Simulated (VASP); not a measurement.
Data:

```
LiF
1.0
    0.00000     1.97775     1.97775
    1.97775     0.00000     1.97775
    1.97775     1.97775     0.00000
Li F
1 1
Direct
  0.00000   0.00000   0.00000
  0.50000   0.50000   0.50000
```

Method: PBE GGA with D3 dispersion (zero damping), VASP's PBE PAW potentials (set 64) (plane waves; VASP). Numerical set-up: 520 eV cut-off, 11×11×11 Γ-centred mesh, Gaussian smearing of 0.050 eV, potentials Li_sv F.

### Question
Predict the energy per atom (σ→0), pressure, band gap (on the k-mesh) with the smallest direct gap where there is one.

### Answer

| Property | Result |
|---|---|
| band gap (on the k-mesh) | 9.59 eV |
| smallest direct gap (on the k-mesh) | 9.59 eV |
| energy per atom (σ→0) | -4959 meV/atom |
| pressure | 2.35 GPa |

The compound is LiF in the rock salt structure. This cell is one point of a volume scan, at 0.97 of the reference volume.
